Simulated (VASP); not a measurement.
Crystal: Mg2CdN2.

```xyz
5
Lattice="3.5529 0.0000 0.0000 -1.7764 3.0769 0.0000 0.0000 0.0000 5.9838" Properties=species:S:1:pos:R:3 pbc="T T T"
Cd    0.0000    0.0000    2.9919
Mg    0.0000    2.0513    5.0657
Mg    1.7764    1.0256    0.9182
N     0.0000    2.0513    1.3629
N     1.7764    1.0256    4.6209
```

The cell comes from a database or a generator and needn't be the stable form of this composition.

| Property | Result |
| --- | --- |
| Program | VASP 6.6.1 |
| Task | single point |
| Functional | PBE |
| Potentials or basis | VASP PAW PBE potentials, release 64 (Cd, Mg, N) |
| Cutoff | 520 eV |
| k mesh | 9 × 9 × 5 |
| Occupations | fermi-dirac, width 0.05 eV |
| Spin | no spin polarisation |

On this cell: pressure -0.3 GPa; largest force 0.026 eV/Å; band gap on the k mesh 0.30 eV, indirect (least direct gap 0.68 eV).

The same run follows on a disturbed copy (atoms moved at random, drawn with an rms of 0.05 Å):

```
CELL_PARAMETERS angstrom
3.55288 0.00000 0.00000
-1.77644 3.07689 0.00000
0.00000 0.00000 5.98383
ATOMIC_POSITIONS crystal
Cd 0.01236 0.00365 0.50219
Mg 0.33200 0.66275 0.85362
Mg 0.66856 0.33640 0.14683
N 0.33656 0.67532 0.23521
N 0.67515 0.33072 0.76790
```

Problem. What changes?

Solution. The energy moves by +9.5 meV/atom; pressure -0.7 GPa; largest force 0.637 eV/Å; band gap on the k mesh 0.33 eV, indirect (least direct gap 0.58 eV).

Forces in eV/Å, atoms in the order of the input:
```
Cd  -0.053 -0.020 -0.093
Mg   0.215  0.132 -0.503
Mg   0.037  0.048  0.634
N    0.045 -0.154 -0.438
N   -0.244 -0.006  0.401
```

Stress tensor (GPa, compression positive):
```
-0.91  0.59  0.57
 0.59 -0.49 -0.50
 0.57 -0.50 -0.79
```

Caveats: an odd mesh through Γ misses points on the zone boundary, where band edges often lie.
